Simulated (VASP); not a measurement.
Input for VASP

KPOINTS:
```
Automatic mesh
0
Gamma
  9 9 9
```

INCAR:
```
! general
SYSTEM  = CuCl
PREC    = Accurate
ENCUT   = 500   ! plane-wave cut-off (eV)
LREAL   = .FALSE.   ! projection in real space or not
LASPH   = .TRUE.

! electronic loop
EDIFF   = 1E-6   ! SCF stop (eV)
NELM    = 100
ALGO    = Normal
LMAXMIX = 4   ! l cut-off of mixed one-centre charges

! smearing
ISMEAR  = 0
SIGMA   = 0.05   ! width (eV)

! functional
GGA     = PE   ! PBE

! ions
IBRION  = 2   ! conjugate gradients
NSW     = 40
ISIF    = 3
EDIFFG  = -0.02   ! ionic stop
PSTRESS = 100   ! kbar

! output
LWAVE   = .FALSE.
LCHARG  = .FALSE.
```

### POSCAR
```
CuCl
1.0
  0.0000000000   2.6399869523   2.6399869523
  2.6399869523   0.0000000000   2.6399869523
  2.6399869523   2.6399869523   0.0000000000
Cu Cl
1 1
Cart
  0.0000000000   0.0000000000   0.0000000000
  1.3199934762   1.3199934762   1.3199934762
```

POTCAR, in this order: Cu Cl (PBE.64 set). Program: vasp_std.

Question: Translate this PBE calculation to Quantum ESPRESSO's pw.x.

Answer: One equivalent input (not run):
```
&CONTROL
  calculation = 'vc-relax'
  pseudo_dir = './pseudo'
  outdir = './out'
  tprnfor = .true.
  tstress = .true.
  nstep = 40
  forc_conv_thr = 0.00078
/
&SYSTEM
  ibrav = 0
  nat = 2
  ntyp = 2
  ecutwfc = 92
  occupations = 'smearing'
  smearing = 'gaussian'
  degauss = 0.003675
  input_dft = 'pbe'
/
&ELECTRONS
  conv_thr = 7.3e-08
  electron_maxstep = 100
/
&IONS
/
&CELL
  press = 100
/
ATOMIC_SPECIES
  Cu 63.546 Cu.upf
  Cl 35.450 Cl.upf
CELL_PARAMETERS angstrom
     0.0000000    2.6399870    2.6399870
     2.6399870    0.0000000    2.6399870
     2.6399870    2.6399870    0.0000000
ATOMIC_POSITIONS crystal
  Cu   0.0000000  0.0000000  0.0000000
  Cl   0.2500000  0.2500000  0.2500000
K_POINTS automatic
  9 9 9 0 0 0
```
What does not carry over: the potentials are each code's own (VASP's PAW set, PseudoDojo norm-conserving files in pw.x), so ENCUT and ecutwfc are chosen apart and not converted; conv_thr bounds pw.x's estimated SCF error, while EDIFF bounds the energy change between steps; forc_conv_thr acts on force components and is met together with etot_conv_thr.

The compound is CuCl in the zinc blende structure. This run relaxes it under an external pressure of 10 GPa. Symmetry was kept, so distortions that lower it aren't found.
